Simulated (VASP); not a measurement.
Calculation: PBE GGA, VASP's PBE PAW potentials (set 64) (plane waves; VASP 6.6.1).

VASP ran on this input.

KPOINTS:
```
Automatic mesh
0
Gamma
3 3 3
0 0 0
```

**INCAR**
```
SYSTEM = Li
PREC = Accurate
ENCUT = 520
EDIFF = 1E-7
NELM = 100
ALGO = Normal
LREAL = .FALSE.
LASPH = .TRUE.
ISMEAR = 1
SIGMA = 0.1
GGA = PE
LWAVE = .FALSE.
LCHARG = .FALSE.
IBRION = 6
NFREE = 2
POTIM = 0.015
NSW = 1
ISIF = 2
LPHON_DISPERSION = .TRUE.
```

### POSCAR
```
Li
6.8563850
 -1.0000000479   1.0000000479   1.0000000479
  1.0000000479  -1.0000000479   1.0000000479
  1.0000000479   1.0000000479  -1.0000000479
Li
64
Direct
  0.0000000000   0.0000000000   0.0000000000
  0.0000000000   0.0000000000   0.2500000000
  0.0000000000   0.0000000000   0.5000000000
  0.0000000000   0.0000000000   0.7500000000
  0.0000000000   0.2500000000   0.0000000000
  0.0000000000   0.2500000000   0.2500000000
  0.0000000000   0.2500000000   0.5000000000
  0.0000000000   0.2500000000   0.7500000000
  0.0000000000   0.5000000000   0.0000000000
  0.0000000000   0.5000000000   0.2500000000
  0.0000000000   0.5000000000   0.5000000000
  0.0000000000   0.5000000000   0.7500000000
  0.0000000000   0.7500000000   0.0000000000
  0.0000000000   0.7500000000   0.2500000000
  0.0000000000   0.7500000000   0.5000000000
  0.0000000000   0.7500000000   0.7500000000
  0.2500000000   0.0000000000   0.0000000000
  0.2500000000   0.0000000000   0.2500000000
  0.2500000000   0.0000000000   0.5000000000
  0.2500000000   0.0000000000   0.7500000000
  0.2500000000   0.2500000000   0.0000000000
  0.2500000000   0.2500000000   0.2500000000
  0.2500000000   0.2500000000   0.5000000000
  0.2500000000   0.2500000000   0.7500000000
  0.2500000000   0.5000000000   0.0000000000
  0.2500000000   0.5000000000   0.2500000000
  0.2500000000   0.5000000000   0.5000000000
  0.2500000000   0.5000000000   0.7500000000
  0.2500000000   0.7500000000   0.0000000000
  0.2500000000   0.7500000000   0.2500000000
  0.2500000000   0.7500000000   0.5000000000
  0.2500000000   0.7500000000   0.7500000000
  0.5000000000   0.0000000000   0.0000000000
  0.5000000000   0.0000000000   0.2500000000
  0.5000000000   0.0000000000   0.5000000000
  0.5000000000   0.0000000000   0.7500000000
  0.5000000000   0.2500000000   0.0000000000
  0.5000000000   0.2500000000   0.2500000000
  0.5000000000   0.2500000000   0.5000000000
  0.5000000000   0.2500000000   0.7500000000
  0.5000000000   0.5000000000   0.0000000000
  0.5000000000   0.5000000000   0.2500000000
  0.5000000000   0.5000000000   0.5000000000
  0.5000000000   0.5000000000   0.7500000000
  0.5000000000   0.7500000000   0.0000000000
  0.5000000000   0.7500000000   0.2500000000
  0.5000000000   0.7500000000   0.5000000000
  0.5000000000   0.7500000000   0.7500000000
  0.7500000000   0.0000000000   0.0000000000
  0.7500000000   0.0000000000   0.2500000000
  0.7500000000   0.0000000000   0.5000000000
  0.7500000000   0.0000000000   0.7500000000
  0.7500000000   0.2500000000   0.0000000000
  0.7500000000   0.2500000000   0.2500000000
  0.7500000000   0.2500000000   0.5000000000
  0.7500000000   0.2500000000   0.7500000000
  0.7500000000   0.5000000000   0.0000000000
  0.7500000000   0.5000000000   0.2500000000
  0.7500000000   0.5000000000   0.5000000000
  0.7500000000   0.5000000000   0.7500000000
  0.7500000000   0.7500000000   0.0000000000
  0.7500000000   0.7500000000   0.2500000000
  0.7500000000   0.7500000000   0.5000000000
  0.7500000000   0.7500000000   0.7500000000
```

File QPOINTS:
```
k-points along high-symmetry lines
13
Line-mode
Cartesian
  0.000000   0.000000   0.000000 ! GAMMA
  0.000000   0.291699   0.000000 ! H

  0.000000   0.291699   0.000000 ! H
  0.145849   0.145849   0.000000 ! N

  0.145849   0.145849   0.000000 ! N
  0.000000   0.000000   0.000000 ! GAMMA

  0.000000   0.000000   0.000000 ! GAMMA
  0.145849   0.145849   0.145849 ! P

  0.145849   0.145849   0.145849 ! P
  0.000000   0.291699   0.000000 ! H

  0.145849   0.145849   0.145849 ! P
  0.145849   0.145849   0.000000 ! N
```

POTCAR, in this order: Li_sv (PBE.64 set). Program: vasp_std.

Output

OSZICAR:
```
       N       E                     dE             d eps       ncg     rms          rms(c)
DAV:   1     0.123219003351E+04    0.12322E+04   -0.85346E+04  1040   0.150E+03
DAV:   2     0.218269138261E+03   -0.10139E+04   -0.96358E+03  1064   0.410E+02
DAV:   3    -0.122280511975E+02   -0.23050E+03   -0.21790E+03  1878   0.107E+02
DAV:   4    -0.100424728242E+03   -0.88197E+02   -0.87068E+02  1808   0.820E+01
DAV:   5    -0.120641357217E+03   -0.20217E+02   -0.20176E+02  1791   0.333E+01    0.280E+00
DAV:   6    -0.121515912238E+03   -0.87456E+00   -0.10140E+01  1512   0.103E+01    0.877E-01
DAV:   7    -0.121581565190E+03   -0.65653E-01   -0.88192E-01  1671   0.273E+00    0.468E-01
DAV:   8    -0.121584084293E+03   -0.25191E-02   -0.67869E-02  1584   0.799E-01    0.104E-01
DAV:   9    -0.121584577778E+03   -0.49348E-03   -0.42474E-03  1656   0.174E-01    0.514E-02
DAV:  10    -0.121584502326E+03    0.75452E-04   -0.32007E-04  1728   0.538E-02    0.797E-03
DAV:  11    -0.121584502674E+03   -0.34774E-06   -0.28901E-05  1568   0.153E-02    0.580E-03
DAV:  12    -0.121584511160E+03   -0.84861E-05   -0.47589E-06  1664   0.591E-03    0.516E-03
DAV:  13    -0.121584507125E+03    0.40351E-05   -0.78886E-07  1152   0.304E-03    0.131E-03
DAV:  14    -0.121584506864E+03    0.26086E-06   -0.11379E-07   632   0.999E-04    0.517E-04
DAV:  15    -0.121584506704E+03    0.16001E-06   -0.59626E-08   624   0.899E-04    0.159E-05
DAV:  16    -0.121584506721E+03   -0.16735E-07   -0.39816E-08   624   0.701E-04
   1 F= -.12158451E+03 E0= -.12156184E+03  d E =-.679903E-01
 Found     1 degrees of freedom:
       N       E                     dE             d eps       ncg     rms          rms(c)
DAV:   1    -0.121583374208E+03    0.11325E-02   -0.10246E+00  1603   0.366E+00    0.456E-02
DAV:   2    -0.121584310850E+03   -0.93664E-03   -0.97932E-03  1656   0.291E-01    0.105E-02
DAV:   3    -0.121584355623E+03   -0.44773E-04   -0.51030E-04  2384   0.543E-02    0.126E-02
DAV:   4    -0.121584357248E+03   -0.16247E-05   -0.25146E-05  2400   0.143E-02    0.670E-03
DAV:   5    -0.121584356946E+03    0.30234E-06   -0.30797E-06  2000   0.781E-03    0.228E-03
DAV:   6    -0.121584357316E+03   -0.37080E-06   -0.38879E-06  2360   0.480E-03    0.179E-03
DAV:   7    -0.121584357372E+03   -0.55290E-07   -0.58911E-07  1704   0.171E-03
   2 F= -.12158436E+03 E0= -.12156170E+03  d E =-.679864E-01
       N       E                     dE             d eps       ncg     rms          rms(c)
DAV:   1    -0.121581161866E+03    0.31954E-02   -0.31722E+00  1566   0.463E+00    0.808E-02
DAV:   2    -0.121584204558E+03   -0.30427E-02   -0.32393E-02  1626   0.485E-01    0.201E-02
DAV:   3    -0.121584350655E+03   -0.14610E-03   -0.17358E-03  2400   0.933E-02    0.205E-02
DAV:   4    -0.121584356330E+03   -0.56751E-05   -0.97628E-05  2424   0.261E-02    0.105E-02
DAV:   5    -0.121584355636E+03    0.69387E-06   -0.11016E-05  2448   0.148E-02    0.388E-03
DAV:   6    -0.121584356905E+03   -0.12684E-05   -0.14077E-05  2344   0.986E-03    0.309E-03
DAV:   7    -0.121584357323E+03   -0.41818E-06   -0.42737E-06  2192   0.392E-03    0.330E-03
DAV:   8    -0.121584357323E+03    0.12733E-09   -0.81295E-08  1056   0.114E-03
   3 F= -.12158436E+03 E0= -.12156170E+03  d E =-.679864E-01
```

OUTCAR:
```
------------------------ aborting loop because EDIFF is reached ----------------------------------------
  FORCE on cell =-STRESS in cart. coord.  units (eV):
  Direction    XX          YY          ZZ          XY          YZ          ZX
  --------------------------------------------------------------------------------------
  Total        0.3348983      0.3351811      0.3351811     -0.0000000      0.0000000      0.0000000
  in kB        0.4161768      0.4165283      0.4165283     -0.0000000      0.0000000      0.0000000
  external PRESSURE =       0.4164111 kB  Pullay stress =       0.0000000 kB
  volume of cell :     1289.28
      direct lattice vectors                 reciprocal lattice vectors
    -6.856385328  6.856385328  6.856385328     0.000000000  0.072924723  0.072924723
     6.856385328 -6.856385328  6.856385328     0.072924723  0.000000000  0.072924723
     6.856385328  6.856385328 -6.856385328     0.072924723  0.072924723  0.000000000
 POSITION                                       TOTAL-FORCE (eV/Angst)
 -----------------------------------------------------------------------------------
     -0.01500      0.00000      0.00000         0.020342     -0.000000      0.000000
      1.71410      1.71410     -1.71410        -0.002505     -0.002355      0.002355
      3.42819      3.42819     -3.42819        -0.000374     -0.000318      0.000318
      5.14229      5.14229     -5.14229        -0.002527     -0.002414      0.002414
      1.71410     -1.71410      1.71410        -0.002505      0.002355     -0.002355
      3.42819      0.00000      0.00000        -0.000539     -0.000000      0.000000
      5.14229      1.71410     -1.71410        -0.000342     -0.000003      0.000003
      6.85639      3.42819     -3.42819         0.000007     -0.000001      0.000001
      3.42819     -3.42819      3.42819        -0.000374      0.000318     -0.000318
      5.14229     -1.71410      1.71410        -0.000342      0.000003     -0.000003
      6.85639      0.00000      0.00000        -0.000240     -0.000000      0.000000
      8.57048      1.71410     -1.71410        -0.000337      0.000002     -0.000002
      5.14229     -5.14229      5.14229        -0.002527      0.002414     -0.002414
      6.85639     -3.42819      3.42819         0.000007      0.000001     -0.000001
      8.57048     -1.71410      1.71410        -0.000337     -0.000002      0.000002
     10.28458      0.00000      0.00000        -0.000654     -0.000000      0.000000
     -1.71410      1.71410      1.71410        -0.002527      0.002414      0.002414
      0.00000      3.42819      0.00000        -0.000292      0.000004      0.000000
      1.71410      5.14229     -1.71410         0.000074     -0.000008     -0.000040
      3.42819      6.85639     -3.42819         0.000574     -0.000000     -0.000342
      0.00000      0.00000      3.42819        -0.000292     -0.000000      0.000004
      1.71410      1.71410      1.71410        -0.002505     -0.002355     -0.002355
      3.42819      3.42819      0.00000         0.000567      0.000331      0.000000
      5.14229      5.14229     -1.71410         0.000075      0.000040      0.000003
      1.71410     -1.71410      5.14229         0.000074     -0.000040     -0.000008
      3.42819      0.00000      3.42819         0.000567     -0.000000      0.000331
      5.14229      1.71410      1.71410        -0.000342     -0.000003     -0.000003
      6.85639      3.42819      0.00000         0.000368     -0.000001      0.000000
      3.42819     -3.42819      6.85639         0.000574     -0.000342      0.000000
      5.14229     -1.71410      5.14229         0.000075      0.000003      0.000040
      6.85639      0.00000      3.42819         0.000368     -0.000000     -0.000001
      8.57048      1.71410      1.71410        -0.000337      0.000002      0.000002
     -3.42819      3.42819      3.42819        -0.000374      0.000318      0.000318
     -1.71410      5.14229      1.71410         0.000075      0.000003     -0.000040
      0.00000      6.85639      0.00000        -0.000297     -0.000000      0.000000
      1.71410      8.57048     -1.71410         0.000074      0.000008     -0.000040
     -1.71410      1.71410      5.14229         0.000075     -0.000040      0.000003
      0.00000      3.42819      3.42819         0.000007      0.000001      0.000001
      1.71410      5.14229      1.71410         0.000074     -0.000008      0.000040
      3.42819      6.85639      0.00000        -0.000031     -0.000000      0.000000
      0.00000      0.00000      6.85639        -0.000297     -0.000000      0.000000
      1.71410      1.71410      5.14229         0.000074      0.000040     -0.000008
      3.42819      3.42819      3.42819        -0.000374     -0.000318     -0.000318
      5.14229      5.14229      1.71410         0.000075      0.000040     -0.000003
      1.71410     -1.71410      8.57048         0.000074     -0.000040      0.000008
      3.42819      0.00000      6.85639        -0.000031     -0.000000      0.000000
      5.14229      1.71410      5.14229         0.000075     -0.000003      0.000040
      6.85639      3.42819      3.42819         0.000007     -0.000001     -0.000001
     -5.14229      5.14229      5.14229        -0.002505      0.002355      0.002355
     -3.42819      6.85639      3.42819         0.000567     -0.000000     -0.000331
     -1.71410      8.57048      1.71410         0.000075     -0.000003     -0.000040
      0.00000     10.28458      0.00000        -0.000292     -0.000004      0.000000
     -3.42819      3.42819      6.85639         0.000567     -0.000331      0.000000
     -1.71410      5.14229      5.14229        -0.000342      0.000003      0.000003
      0.00000      6.85639      3.42819         0.000368     -0.000000      0.000001
      1.71410      8.57048      1.71410         0.000074      0.000008      0.000040
     -1.71410      1.71410      8.57048         0.000075     -0.000040     -0.000003
      0.00000      3.42819      6.85639         0.000368      0.000001      0.000000
      1.71410      5.14229      5.14229        -0.000337     -0.000002     -0.000002
      3.42819      6.85639      3.42819         0.000574     -0.000000      0.000342
      0.00000      0.00000     10.28458        -0.000292     -0.000000     -0.000004
      1.71410      1.71410      8.57048         0.000074      0.000040      0.000008
      3.42819      3.42819      6.85639         0.000574      0.000342      0.000000
      5.14229      5.14229      5.14229        -0.002527     -0.002414     -0.002414
 -----------------------------------------------------------------------------------
    total drift:                                0.001011      0.000004      0.000004
  FREE ENERGIE OF THE ION-ELECTRON SYSTEM (eV)
  ---------------------------------------------------
  free  energy   TOTEN  =      -121.5843573228 eV

  energy  without entropy=     -121.5163708800  energy(sigma->0) =     -121.56169518
```
(Selected blocks of OUTCAR.)

The cell is a supercell, built from Li (bcc).
